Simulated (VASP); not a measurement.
Output of a VASP run:

**OSZICAR**
```
       N       E                     dE             d eps       ncg     rms          rms(c)
DAV:   1     0.189425037540E+03    0.18943E+03   -0.20701E+04  2008   0.180E+03
DAV:   2    -0.455077508646E+02   -0.23493E+03   -0.22698E+03  2688   0.360E+02
DAV:   3    -0.528141667532E+02   -0.73064E+01   -0.72865E+01  2392   0.671E+01
DAV:   4    -0.528659293111E+02   -0.51763E-01   -0.51708E-01  2380   0.636E+00
DAV:   5    -0.528664294830E+02   -0.50017E-03   -0.50011E-03  2320   0.613E-01    0.195E+01
DAV:   6    -0.483969250177E+02    0.44695E+01   -0.16195E+01  2288   0.292E+01    0.949E+00
DAV:   7    -0.483323421234E+02    0.64583E-01   -0.69051E-01  2356   0.568E+00    0.338E+00
DAV:   8    -0.483227182936E+02    0.96238E-02   -0.25923E-02  2260   0.157E+00    0.102E+00
DAV:   9    -0.483225382467E+02    0.18005E-03   -0.56650E-03  2372   0.718E-01    0.272E-01
DAV:  10    -0.483226013857E+02   -0.63139E-04   -0.13531E-04  2340   0.101E-01    0.270E-02
DAV:  11    -0.483226031362E+02   -0.17505E-05   -0.21071E-05  2332   0.356E-02    0.398E-03
DAV:  12    -0.483226031240E+02    0.12244E-07   -0.10097E-06  1440   0.999E-03
   1 F= -.36548307E+02 E0= -.36548307E+02  d E =-.365483E+02
       N       E                     dE             d eps       ncg     rms          rms(c)
DAV:   1    -0.483263041579E+02   -0.37010E-02   -0.16530E-02  2284   0.114E+00    0.859E-02
DAV:   2    -0.483262140594E+02    0.90099E-04   -0.19251E-04  2332   0.118E-01    0.462E-02
DAV:   3    -0.483261720449E+02    0.42015E-04   -0.46788E-05  2324   0.609E-02    0.761E-03
DAV:   4    -0.483261710588E+02    0.98606E-06   -0.51586E-06  2288   0.191E-02
   2 F= -.36548364E+02 E0= -.36548364E+02  d E =-.565203E-04
```

**OUTCAR**
```
------------------------ aborting loop because EDIFF is reached ----------------------------------------
  FORCE on cell =-STRESS in cart. coord.  units (eV):
  Direction    XX          YY          ZZ          XY          YZ          ZX
  --------------------------------------------------------------------------------------
  Total       11.7683182     11.7683182     11.7236866      0.0000000      0.0000000      0.0000000
  in kB      449.6374496    449.6374496    447.9321905      0.0000000      0.0000000      0.0000000
  external PRESSURE =      -0.9309701 kB  Pullay stress =     450.0000000 kB
  volume of cell :       41.93
      direct lattice vectors                 reciprocal lattice vectors
     4.010087379  0.000000000  0.000000000     0.249371125  0.000000000  0.000000000
     0.000000000  4.010087379  0.000000000    -0.000000000  0.249371125  0.000000000
     0.000000000  0.000000000  2.607683243     0.000000000  0.000000000  0.383482159
 POSITION                                       TOTAL-FORCE (eV/Angst)
 -----------------------------------------------------------------------------------
      0.00000      0.00000      0.00000         0.000000     -0.000000     -0.000000
      2.00504      2.00504      1.30384         0.000000     -0.000000     -0.000000
      1.21314      1.21314      2.60768        -0.008195     -0.008195     -0.000000
      3.21818      0.79190      1.30384        -0.008195      0.008195     -0.000000
      0.79190      3.21818      1.30384         0.008195     -0.008195     -0.000000
      2.79695      2.79695      0.00000         0.008195      0.008195      0.000000
 -----------------------------------------------------------------------------------
    total drift:                                0.000000      0.000000      0.000000
  FREE ENERGIE OF THE ION-ELECTRON SYSTEM (eV)
  ---------------------------------------------------
  free  energy   TOTEN  =       -48.3261710588 eV

  energy  without entropy=      -48.3261710588  energy(sigma->0) =      -48.32617106
  enthalpy is  TOTEN    =       -36.5483638924 eV   P V=       11.7778071664

 reached required accuracy - stopping structural energy minimisation
```
(Selected blocks of OUTCAR.)

### POSCAR
```
SiO2
1
    4.0115434501     0.0000000000     0.0000000000
    0.0000000000     4.0115434501     0.0000000000
    0.0000000000     0.0000000000     2.6050136781
Si O
2 4
Direct
  0.0000000000   0.0000000000   0.0000000000
  0.5000000000   0.5000000000   0.5000000000
  0.3024203981   0.3024203981   0.0000000000
  0.8024203981   0.1975796019   0.5000000000
  0.1975796019   0.8024203981   0.5000000000
  0.6975796019   0.6975796019   0.0000000000
```

Task: Write an INCAR and KPOINTS that could have produced this output.

Result: Several could match; the one computed here: the input of the run itself, PBEsol GGA, plane waves, VASP's PBE PAW potentials (set 64).

### INCAR
```
PREC  =  Accurate
EDIFFG  =  -0.02   ! ionic stop
ALGO  =  Normal   ! blocked Davidson
ISIF  =  3
NELM  =  100
EDIFF  =  1E-6
GGA  =  PS   ! PBEsol
ISMEAR  =  0   ! Gaussian
NSW  =  40
LWAVE  =  F
LASPH  =  T
ENCUT  =  620
LREAL  =  F
PSTRESS  =  450   ! kbar
IBRION  =  2   ! conjugate gradients
LCHARG  =  F
SYSTEM  =  SiO2
SIGMA  =  0.05   ! width (eV)
```

**KPOINTS**
```
Automatic mesh
0
Gamma
6 6 8
0 0 0
```

POTCAR, in this order: Si O (PBE.64 set). Program: vasp_std.

The compound is SiO2 in the rutile structure, stishovite, a high-pressure form. This run relaxes it under an external pressure of 45 GPa. Symmetry was kept, so distortions that lower it aren't found.
